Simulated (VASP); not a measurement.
VASP runs on BaS (space group Fm-3m) share one base input (PBE GGA, plane waves, VASP's PBE PAW potentials (set 64)) and change the settings named in each case.

INCAR:
```
# general
SYSTEM  = BaS
PREC    = Accurate
ENCUT   = 300
LREAL   = F
LASPH   = T

# electronic loop
EDIFF   = 1E-6
NELM    = 100   # most electronic steps
ALGO    = Normal
LMAXMIX = 4   # l cut-off of mixed one-centre charges

# smearing
ISMEAR  = -1
SIGMA   = 0.01   # width (eV)

# functional
GGA     = PE

# ions
ISIF    = 2

# output
LWAVE   = F
LCHARG  = F
```

### POSCAR
```
BaS
1
    0.0000000000     3.1950000000     3.1950000000
    3.1950000000     0.0000000000     3.1950000000
    3.1950000000     3.1950000000     0.0000000000
Ba S
1 1
Direct
  0.0000000000   0.0000000000   0.0000000000
  0.5000000000   0.5000000000   0.5000000000
```

**KPOINTS**
```
Automatic mesh
0
Gamma
 7 7 7
0 0 0
```

POTCAR, in this order: Ba_sv S (PBE.64 set). Program: vasp_std.

```csv
change,E(σ→0) (eV/atom),pressure (GPa)
base run,-5.0920,1.29
"GGA removed, POTCAR Ba_sv S (LDA.64 set)",-5.5791,-1.96
"GGA_COMPAT = .FALSE., LNONCOLLINEAR = .TRUE., LSORBIT = .TRUE., MAGMOM = 0.0 0.0 0.0 0.0 0.0 0.0, program vasp_ncl",-5.1896,1.28
KPOINTS 3×3×3 Γ-centred mesh,-5.0758,1.51
```
 Energies of different potentials or functionals have different zeros.  Unless said otherwise, spin-orbit coupling is left out, though it shifts the bands of the heavy elements here. At 300 eV the pressure can carry a Pulay error.

Left out are runs that ran out of time, are held back, or changed the cell or the kind of run, fixed moments of cells without a moment, rows past the twelfth, gaps on odd meshes, pressures of charged cells and columns that move by less than the noise.

The structure is a typed BaS crystal (Fm-3m). The cell was not relaxed at this level.
